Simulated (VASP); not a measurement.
**CdMg3Te4 (ordered alloy cell): computed properties**

The numbers are results of PBEsol GGA, VASP's PBE PAW potentials (set 64) (plane waves; VASP 6.6.1), not measurements.

For CdMg$_{3}$Te$_{4}$, the space group is P-43m (215). The cell is a = 6.450 Å, b = 6.450 Å, c = 6.450 Å, α = 90.00°, β = 90.00°, γ = 90.00°, the volume per atom is 33.54 Å^3/atom and the band gap (over mesh and band path) comes out as 1.81 eV. The smallest direct gap (over mesh and band path) is 1.81 eV and the band-edge character is direct, Γ to Γ. The density is 4.31 g/cm³.

```cif
data_CdMg3Te4
_chemical_formula_sum 'Mg3 Te4 Cd1'
_space_group_name_H-M_alt 'P 1'
_space_group_IT_number 1
_cell_length_a 6.45002
_cell_length_b 6.45002
_cell_length_c 6.45002
_cell_angle_alpha 90.000
_cell_angle_beta 90.000
_cell_angle_gamma 90.000
loop_
_space_group_symop_operation_xyz
  'x, y, z'
loop_
_atom_site_label
_atom_site_type_symbol
_atom_site_fract_x
_atom_site_fract_y
_atom_site_fract_z
_atom_site_occupancy
Mg1 Mg 0.00000 0.00000 0.00000 1
Mg2 Mg 0.50000 0.50000 0.00000 1
Mg3 Mg 0.50000 0.00000 0.50000 1
Te1 Te 0.25194 0.24806 0.24806 1
Te2 Te 0.74806 0.75194 0.24806 1
Te3 Te 0.74806 0.24806 0.75194 1
Te4 Te 0.25194 0.75194 0.75194 1
Cd1 Cd 0.00000 0.50000 0.50000 1
```

Unless said otherwise, spin-orbit coupling is left out, though it shifts the bands of the heavy elements here.

The structure was generated: CdMg3Te4 was put into an ordered model structure (P-43m), which need not be its known phase. It was relaxed first. Symmetry was kept, so distortions that lower it aren't found.
